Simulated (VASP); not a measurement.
**SnSe2: the relaxed cell at several levels**

How close do the usual functionals, with and without dispersion, come to the cell of SnSe2? The levels: LDA, PBEsol, PBE, r2SCAN, PBE + D3(BJ), r2SCAN + rVV10, AM05 and vdW-DF-cx. LASPH is on for some levels and off for others; the table marks which. The start is a cell from a database of measured crystal structures.

Main program and level: VASP 6.6.1; LDA; plane waves and PAW (Sn_d, Se), in the first sound run; inputs show where later runs differ.

The experiments to compare with:

For SnSe2, hexagonal layered (undoped polycrystalline, melt reaction and annealing), “Metallic conduction induced by direct anion site doping in layered SnSe2” (2016, pmc:4726434) gives, by powder X-ray diffraction: lattice constant a (a, undoped sample A) 3.81043 ± 0.00035 Å; lattice constant c (c, undoped sample A) 6.13279 ± 0.00037 Å.

### Step 1. Starting point

Before any relaxation, the start is as follows. It takes space group P-3m1 (No. 164, trigonal). The conventional cell has a = 3.811 Å, b = 3.811 Å, c = 6.136 Å, α = 90.00°, β = 90.00°, γ = 120.00°. Sn has 6 Se at 2.68 Å nearest. Nearest to Se lie 3 Sn at 2.68 Å. Farther neighbours and most contacts between anions are not listed.

### Step 2. Relaxation with LDA

The start need not lie at this functional's minimum. ISIF = 3 frees volume, shape and positions, and EDIFFG sets the threshold on forces and stress at which the search stops. LDA, the lowest rung, knows the local density alone.

Input file INCAR:

```
SYSTEM = SnSe2
PREC = Accurate
ENCUT = 520
EDIFF = 1E-06
NELM = 100
ISMEAR = -1
SIGMA = 0.05
LREAL = .FALSE.
ALGO = Normal
GGA = CA
NBANDS = 19
LORBIT = 11
LWAVE = .FALSE.
LCHARG = .FALSE.
KPAR = 4
IBRION = 2
NSW = 60
ISIF = 3
EDIFFG = -0.01
```

Input file POSCAR:

```
SnSe2
1.0
    3.8110000000      0.0000000000      0.0000000000
   -1.9055000000      3.3004228138      0.0000000000
    0.0000000000      0.0000000000      6.1360000000
Sn Se
1 2
Direct
    0.0000000000      0.0000000000      0.0000000000
    0.3333333333      0.6666666667      0.2490000000
    0.6666666667      0.3333333333      0.7510000000
```

Input file KPOINTS:

```
Automatic mesh
0
Gamma
6 6 3
0 0 0
```

Potentials, in the order of the species: Sn_d and Se (PBE family, release 64).

Launch:

```
mpirun -np 4 vasp_std
```

Output:

```text
[banner, memory and clock lines left out]
running    4 mpi-ranks, on    1 nodes
 distrk:  each k-point on    1 cores,    4 groups
 distr:  one band on    1 cores,    1 groups

 POSCAR found type information on POSCAR SnSe
 POSCAR found :  2 types and       3 ions
|                                                                             |
|               ----> ADVICE to this user running VASP <----                  |
|                                                                             |
|     You enforced a specific xc type in the INCAR file but a different       |
|     [... a line on the potential file left out ...]
|     I HOPE YOU KNOW WHAT YOU ARE DOING!                                     |
|                                                                             |

 LDA part: xc-table for (Slater(with rela. corr.)+CA(PZ))
 , standard interpolation
 POSCAR, INCAR and KPOINTS ok, starting setup
 FFT: planning ... GRIDC
 FFT: planning ... GRID_SOFT
 FFT: planning ... GRID
 WAVECAR not read
 entering main loop
       N       E                     dE             d eps       ncg     rms          rms(c)
DAV:   1     0.209301922279E+03    0.20930E+03   -0.12252E+04   661   0.157E+03
DAV:   2     0.108516109405E+02   -0.19845E+03   -0.19232E+03   673   0.395E+02
DAV:   3    -0.132884788968E+02   -0.24140E+02   -0.23727E+02   808   0.121E+02
DAV:   4    -0.141241707010E+02   -0.83569E+00   -0.83371E+00   766   0.235E+01
DAV:   5    -0.141439744727E+02   -0.19804E-01   -0.19800E-01   907   0.377E+00    0.502E+00
DAV:   6    -0.138419161429E+02    0.30206E+00   -0.57154E-01   962   0.916E+00    0.315E+00
DAV:   7    -0.138050803118E+02    0.36836E-01   -0.17141E-01   808   0.304E+00    0.897E-01
DAV:   8    -0.138017058734E+02    0.33744E-02   -0.12434E-02   843   0.113E+00    0.285E-01
DAV:   9    -0.138014523829E+02    0.25349E-03   -0.11501E-03   709   0.258E-01    0.771E-02
DAV:  10    -0.138014464425E+02    0.59404E-05   -0.10345E-04   867   0.629E-02    0.281E-02
DAV:  11    -0.138014499034E+02   -0.34609E-05   -0.11244E-05   722   0.235E-02    0.437E-03
DAV:  12    -0.138014496112E+02    0.29222E-06   -0.91147E-07   416   0.876E-03
   1 F= -.13801450E+02 E0= -.13801373E+02  d E =-.138014E+02
 curvature:   0.00 expect dE= 0.000E+00 dE for cont linesearch  0.000E+00
 trial: gam= 0.00000 g(F)=  0.236E-01 g(S)=  0.223E-01 ort = 0.000E+00 (trialstep = 0.100E+01)
 search vector abs. value=  0.459E-01
 bond charge predicted
       N       E                     dE             d eps       ncg     rms          rms(c)
DAV:   1    -0.139560542160E+02   -0.15460E+00   -0.41183E+00   839   0.283E+01    0.207E+00
DAV:   2    -0.138477423342E+02    0.10831E+00   -0.29276E-01   860   0.769E+00    0.992E-01
DAV:   3    -0.138134578485E+02    0.34284E-01   -0.92612E-02   860   0.414E+00    0.188E-01
DAV:   4    -0.138126709850E+02    0.78686E-03   -0.54915E-03   694   0.671E-01    0.102E-01
DAV:   5    -0.138121916380E+02    0.47935E-03   -0.56860E-04   933   0.243E-01    0.252E-02
DAV:   6    -0.138121905845E+02    0.10535E-05   -0.41722E-05   722   0.544E-02    0.121E-02
DAV:   7    -0.138121901778E+02    0.40672E-06   -0.16430E-06   578   0.119E-02
   2 F= -.13812190E+02 E0= -.13812009E+02  d E =-.107406E-01
[... from here on, the cycles between the ionic steps are left out ...]
   3 F= -.13816296E+02 E0= -.13816171E+02  d E =-.148459E-01
   4 F= -.13821372E+02 E0= -.13821212E+02  d E =-.507652E-02
   5 F= -.13822278E+02 E0= -.13822077E+02  d E =-.598292E-02
   6 F= -.13822285E+02 E0= -.13822088E+02  d E =-.598981E-02
   7 F= -.13823600E+02 E0= -.13823409E+02  d E =-.131441E-02
   8 F= -.13826299E+02 E0= -.13826117E+02  d E =-.401359E-02
   9 F= -.13825030E+02 E0= -.13824767E+02  d E =-.274479E-02
  10 F= -.13826850E+02 E0= -.13826658E+02  d E =-.456490E-02
  11 F= -.13827284E+02 E0= -.13827085E+02  d E =-.433994E-03
  12 F= -.13828416E+02 E0= -.13828192E+02  d E =-.156528E-02
  13 F= -.13829924E+02 E0= -.13829634E+02  d E =-.307345E-02
  14 F= -.13829979E+02 E0= -.13829460E+02  d E =-.312855E-02
  15 F= -.13830440E+02 E0= -.13830050E+02  d E =-.358945E-02
  16 F= -.13830505E+02 E0= -.13830119E+02  d E =-.648687E-04
  17 F= -.13830624E+02 E0= -.13830251E+02  d E =-.184212E-03
 curvature:  -1.02 expect dE=-0.511E-04 dE for cont linesearch -0.807E-05
 ZBRENT: extrapolating
 opt :   1.1273  next Energy=   -13.830632 (dE=-0.192E-03)
 bond charge predicted
       N       E                     dE             d eps       ncg     rms          rms(c)
DAV:   1    -0.138307151232E+02   -0.90636E-04   -0.26624E-03   712   0.425E-01    0.442E-02
DAV:   2    -0.138306615129E+02    0.53610E-04   -0.16809E-04   754   0.156E-01    0.266E-02
DAV:   3    -0.138306402151E+02    0.21298E-04   -0.41801E-05   846   0.856E-02    0.841E-03
DAV:   4    -0.138306389175E+02    0.12977E-05   -0.59855E-06   764   0.240E-02    0.288E-03
DAV:   5    -0.138306388217E+02    0.95791E-07   -0.56381E-07   344   0.773E-03
  18 F= -.13830639E+02 E0= -.13830270E+02  d E =-.199142E-03
 curvature:  -1.00 expect dE=-0.298E-04 dE for cont linesearch -0.138E-05
 trial: gam=-0.00349 g(F)=  0.195E-05 g(S)=  0.277E-04 ort = 0.281E-04 (trialstep = 0.404E+00)
 search vector abs. value=  0.295E-04
 reached required accuracy - stopping structural energy minimisation
```

Elapsed: 98 s, on 4 MPI ranks of AMD EPYC 7R43, shared host; peak memory 0.66 GiB.

The logs omit lines about the potential files and the build; timing stands in the text.

Parts of OUTCAR (step 2):

```text
ion  position               nearest neighbor table
   1  0.000  0.000  0.000-   2 2.68   3 2.68   2 2.68   3 2.68   3 2.68   2 2.68
   2  0.333  0.667  0.249-   1 2.68   1 2.68   1 2.68
   3  0.667  0.333  0.751-   1 2.68   1 2.68   1 2.68

  LATTYP: Found a hexagonal cell.
 ALAT       =     3.8110000000
 C/A-ratio  =     1.6100760955

 Subroutine GETGRP returns: Found 12 space group operations
 (whereof 12 operations were pure point group operations)

The static configuration has the point symmetry D_3d.

 Found     17 irreducible k-points:

   k-points           NKPTS =     17   k-points in BZ     NKDIM =     17   number of bands    NBANDS=     19

   dimension x,y,z NGX =    28 NGY =   28 NGZ =   48
   dimension x,y,z NGXF=    56 NGYF=   56 NGZF=   96

   ENCUT  =  520.0 eV  38.22 Ry    6.18 a.u.   7.09  7.09 11.41*2*pi/ulx,y,z

   NELECT =      26.0000    total number of electrons

 k-points in reciprocal lattice and weights: Automatic mesh
   0.00000000  0.00000000  0.00000000       0.009
   0.16666667 -0.00000000  0.00000000       0.056
   0.33333333 -0.00000000  0.00000000       0.056
   0.50000000  0.00000000  0.00000000       0.028
   0.16666667  0.16666667  0.00000000       0.056
   0.33333333  0.16666667  0.00000000       0.111
   0.33333333  0.33333333  0.00000000       0.019
   0.00000000  0.00000000  0.33333333       0.019
   0.16666667 -0.00000000  0.33333333       0.056
[...]
-0.16666667  0.50000000  0.33333333       0.111
   0.33333333  0.33333333  0.33333333       0.037

 average (electrostatic) potential at core
       1-102.1367       2 -52.9753       3 -52.9753

 E-fermi :   4.5334

 k-point     1 :       0.0000    0.0000    0.0000
  band No.  band energies     occupation
    ...
      9       3.6335      2.00000
     10       3.6335      2.00000
     11       3.8513      2.00000
     12       3.8513      2.00000
     13       4.2755      1.98855
     14       5.0526      0.00006
     15       7.1634      0.00000
     16       8.8178      0.00000
     17       8.8178      0.00000
     18      12.4202      0.00000
    ...

 k-point     2 :       0.1667   -0.0000    0.0000
  band No.  band energies     occupation
    ...
      9       1.5089      2.00000
     10       2.6069      2.00000
     11       2.7681      2.00000
     12       4.1860      1.99808
     13       4.2971      1.98240
     14       6.4132      0.00000
     15       7.8166      0.00000
     16       8.8653      0.00000
     17       9.1864      0.00000
     18      11.2948      0.00000
    ...

 k-point     3 :       0.3333   -0.0000    0.0000
  band No.  band energies     occupation
    ...
      9       0.1061      2.00000
     10       1.1784      2.00000
     11       1.9274      2.00000
     12       3.5243      2.00000
     13       4.0984      1.99967
     14       5.7294      0.00000
     15       7.9762      0.00000
     16       9.3702      0.00000
     17       9.7072      0.00000
     18      10.6458      0.00000
    ...

  Total       -0.0291600     -0.0291600     -0.0049403      0.0000000      0.0000000      0.0000000
  in kB       -0.6220336     -0.6220336     -0.1053858      0.0000000      0.0000000      0.0000000
  external PRESSURE =      -0.4498177 kB  Pullay stress =       0.0000000 kB

  energy-cutoff  :      520.00
  volume of cell :       75.11
      direct lattice vectors                 reciprocal lattice vectors
     3.804474255  0.000000000  0.000000000     0.262848408  0.151755599 -0.000000000
    -1.902237127  3.294771353 -0.000000000    -0.000000000  0.303511198 -0.000000000
    -0.000000000  0.000000000  5.991901464    -0.000000000  0.000000000  0.166891930

 POSITION                                       TOTAL-FORCE (eV/Angst)
 -----------------------------------------------------------------------------------
      0.00000      0.00000      0.00000        -0.000000     -0.000000      0.000000
     -0.00000      2.19651      1.57564        -0.000000      0.000000      0.004491
      1.90224      1.09826      4.41626         0.000000     -0.000000     -0.004491
 -----------------------------------------------------------------------------------
    total drift:                                0.000000      0.000000      0.000000

  FREE ENERGIE OF THE ION-ELECTRON SYSTEM (eV)
  ---------------------------------------------------
  free  energy   TOTEN  =       -13.8306388217 eV

  energy  without entropy=      -13.8299009380  energy(sigma->0) =      -13.83026988

 reached required accuracy - stopping structural energy minimisation

 total charge
# of ion       s       p       d       tot
------------------------------------------
    1        1.066   1.053  10.110  12.229
    2        1.492   2.294   0.029   3.815
    3        1.492   2.294   0.029   3.815
--------------------------------------------------
tot          4.050   5.641  10.169  19.859

[... 3 further parts left out ...]
```

CONTCAR:

```
SnSe2
   1.00000000000000
     3.8044742549866650    0.0000000000000001    0.0000000000000000
    -1.9022371274933325    3.2947713528399647   -0.0000000000000000
    -0.0000000000000000    0.0000000000000001    5.9919014643811597
  Sn              Se
     1     2
Direct
     0.0000000000000000    0.0000000000000000    0.0000000000000000
     0.3333333332999970    0.6666666667000030    0.2629617022539210
     0.6666666667000030    0.3333333332999970    0.7370382977460792
```

The gap is read on the k-mesh alone, so it is an upper bound where the band edges lie off the mesh. The bonds form layers, held to each other by dispersion, which LDA lacks; its overbinding stands in for it by accident. The PAW data sets were made with PBE, though LDA sets exist; this is a small mismatch. The run keeps the 12 symmetry operations of its start, so it cannot find a distortion of lower symmetry.

Relaxation path:

| step | energy less that of the first step (eV) | largest force (eV/Å) | pressure (GPa) | volume (Å³) |
| --- | --- | --- | --- | --- |
| 1 | 0.0000 | 0.4944 | 1.19 | 77.18 |
| 2 | -0.0107 | 0.0590 | -1.56 | 79.32 |
| 3 | -0.0148 | 0.1255 | -0.66 | 78.57 |
| 4 | -0.0199 | 0.0824 | -0.33 | 77.78 |
| 5 | -0.0208 | 0.0516 | -0.05 | 77.24 |
| 6 | -0.0208 | 0.0548 | -0.09 | 77.29 |
| 7 | -0.0221 | 0.0708 | 0.02 | 76.99 |
| 8 | -0.0248 | 0.1205 | 0.39 | 76.09 |
| 9 | -0.0236 | 0.2162 | 1.23 | 74.29 |
| 10 | -0.0254 | 0.1620 | 0.72 | 75.38 |
| 11 | -0.0258 | 0.1538 | 0.68 | 75.36 |
| 12 | -0.0270 | 0.1294 | 0.54 | 75.29 |
| 13 | -0.0285 | 0.0819 | 0.30 | 75.15 |
| 14 | -0.0285 | 0.0106 | -0.17 | 74.87 |
| 15 | -0.0290 | 0.0332 | 0.04 | 75.00 |
| 16 | -0.0291 | 0.0277 | 0.02 | 75.03 |
| 17 | -0.0292 | 0.0107 | -0.04 | 75.09 |
| 18 | -0.0292 | 0.0045 | -0.04 | 75.11 |

| conventional cell, symmetrised | before | after | change |
| --- | --- | --- | --- |
| a (Å) | 3.811 | 3.804 | -0.2 % |
| b (Å) | 3.811 | 3.804 | -0.2 % |
| c (Å) | 6.136 | 5.992 | -2.3 % |
| volume (Å³/atom) | 25.73 | 25.04 | -2.7 % |

The atoms that moved most (Å, as changes of fractional coordinates times the final cell):

| atom | dx | dy | dz | length |
| --- | --- | --- | --- | --- |
| Se2 | 0.000 | 0.000 | 0.084 | 0.084 |
| Se3 | 0.000 | 0.000 | -0.084 | 0.084 |

Final coordinates:

```
Sn Se
1.0
     3.80447    0.00000    0.00000
    -1.90224    3.29477    0.00000
     0.00000    0.00000    5.99190
Sn Se
1 2
Direct
  0.00000 0.00000 0.00000
  0.33333 0.66667 0.26296
  0.66667 0.33333 0.73704
```

A gap read on the k-mesh alone can miss the band edges.

This step gave:

| Property | Result |
| --- | --- |
| electrons | 26 |
| bands | 19 |
| irreducible k-points | 17 |
| symmetry operations | 12 |
| free energy (TOTEN) | -13.83 eV |
| energy at zero smearing | -13.83 eV |
| Fermi energy | 4.533 eV |
| pressure | -0.04498 GPa |
| metallic | no |
| valence top at k | 0.1667, 0, 0 |
| conduction bottom at k | 0.5, 0, 0.3333 |
| least direct gap at k | 0, 0, 0 |
| SCF cycles over all ionic steps | 114 |
| gap on the k-mesh | 0.4620 eV |
| least direct gap on the k-mesh | 0.7771 eV |

It ends with a largest force of 0.004 eV/Å and a pressure of -0.04 GPa. The volume lies -2.7 % from that of the database's start, which holds the thermal and zero-point expansion of its experiment. The conventional cell has a = 3.804 and c = 5.992 Å.

(Continued in part 2 of 3.)

[Lines on the potential files, build, host, timing and source positions are cut from VASP's logs without a mark.]

[Logs are printed without paths, hosts, clocks, repeated set-up lines and the standing remarks that a program may print on its own settings, such as how far it seeks lower states.]

[Hosts, paths, dates, database ids (printed as entryN), source tags and the programs' standing remarks are cut or masked in the printed files.]

[A measured line is paired with the nearest computed mode of its activity, which favours agreement.]
